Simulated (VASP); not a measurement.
Computed with LDA (Ceperley-Alder, Perdew-Zunger), VASP's LDA PAW potentials (set 64) (plane waves; VASP).

VASP ran on this input.

**POSCAR**
```
MgH2
4.5706240
  1.0000000000   0.0000000000   0.0000000000
  0.0000000000   1.0000000000   0.0000000000
  0.0000000000   0.0000000000   0.6681415929
Mg H
2 4
Direct
 -0.0013660000   0.0013700000   0.0261480000
  0.5005780000   0.5042340000   0.5040400000
  0.3058910000   0.2991220000  -0.0094780000
  0.8052240000   0.1976040000   0.4809200000
  0.2025120000   0.8072950000   0.5112890000
  0.6871610000   0.6903750000  -0.0129190000
```

### INCAR
```
SYSTEM = MgH2
PREC = Accurate; ENCUT = 300; LREAL = .FALSE.
LASPH = .TRUE.
EDIFF = 1E-6; NELM = 100; ALGO = Normal
ISMEAR = -1; SIGMA = 0.05
ISIF = 2
LWAVE = .FALSE.; LCHARG = .FALSE.
```

**KPOINTS**
```
Automatic
0
G
4 4 6
0 0 0
```

POTCAR, in this order: Mg H (LDA.64 set). Program: vasp_std.

The resulting files:

OSZICAR:
```
       N       E                     dE             d eps       ncg     rms          rms(c)
DAV:   1    -0.570125364290E+01   -0.57013E+01   -0.22823E+03   832   0.468E+02
DAV:   2    -0.196101785543E+02   -0.13909E+02   -0.13536E+02  1120   0.680E+01
DAV:   3    -0.200074207098E+02   -0.39724E+00   -0.39724E+00  1056   0.154E+01
DAV:   4    -0.200082454980E+02   -0.82479E-03   -0.82479E-03  1168   0.723E-01
DAV:   5    -0.200082474261E+02   -0.19281E-05   -0.19281E-05  1064   0.259E-02    0.624E+00
DAV:   6    -0.190449965202E+02    0.96325E+00   -0.83653E-01   872   0.500E+00    0.317E+00
DAV:   7    -0.187041768727E+02    0.34082E+00   -0.10329E+00  1040   0.579E+00    0.484E-01
DAV:   8    -0.187062039720E+02   -0.20271E-02   -0.12136E-02   856   0.804E-01    0.105E-01
DAV:   9    -0.187058075593E+02    0.39641E-03   -0.10672E-03  1104   0.187E-01    0.148E-02
DAV:  10    -0.187058095032E+02   -0.19439E-05   -0.29344E-05   984   0.394E-02    0.747E-03
DAV:  11    -0.187058093755E+02    0.12766E-06   -0.25459E-06   856   0.986E-03
   1 F= -.18705809E+02 E0= -.18705809E+02  d E =-.108883E-09
```

File OUTCAR:
```
------------------------ aborting loop because EDIFF is reached ----------------------------------------
  FORCE on cell =-STRESS in cart. coord.  units (eV):
  Direction    XX          YY          ZZ          XY          YZ          ZX
  --------------------------------------------------------------------------------------
  Total       -2.1391935     -2.1452436     -2.5009916     -0.0659243      0.1340974     -0.0657172
  in kB      -53.7236674    -53.8756102    -62.8098586     -1.6556220      3.3677187     -1.6504216
  external PRESSURE =     -56.8030454 kB  Pullay stress =       0.0000000 kB
  volume of cell :       63.80
      direct lattice vectors                 reciprocal lattice vectors
     4.570624000  0.000000000  0.000000000     0.218788507  0.000000000  0.000000000
     0.000000000  4.570624000  0.000000000     0.000000000  0.218788507  0.000000000
     0.000000000  0.000000000  3.053824000     0.000000000  0.000000000  0.327458295
 POSITION                                       TOTAL-FORCE (eV/Angst)
 -----------------------------------------------------------------------------------
      4.56438      0.00626      0.07985         0.069529     -0.099238     -0.424592
      2.28795      2.30466      1.53925        -0.094852     -0.197203     -0.219836
      1.39811      1.36717      3.02488         0.016922      0.066357      0.108504
      3.68038      0.90317      1.46865        -0.058470      0.021209      0.329795
      0.92561      3.68984      1.56139        -0.144224      0.030977      0.017355
      3.14075      3.15544      3.01437         0.211094      0.177897      0.188774
 -----------------------------------------------------------------------------------
    total drift:                               -0.000357      0.000140     -0.000025
  FREE ENERGIE OF THE ION-ELECTRON SYSTEM (eV)
  ---------------------------------------------------
  free  energy   TOTEN  =       -18.7058093755 eV

  energy  without entropy=      -18.7058093754  energy(sigma->0) =      -18.70580938
```
(Selected blocks of OUTCAR.)

At this cut-off the stress carries a Pulay error, which pulls relaxed volumes low.

The structure is a typed MgH2 crystal (P4_2/mnm). The cell was not relaxed at this level, atoms are displaced from their ideal sites.
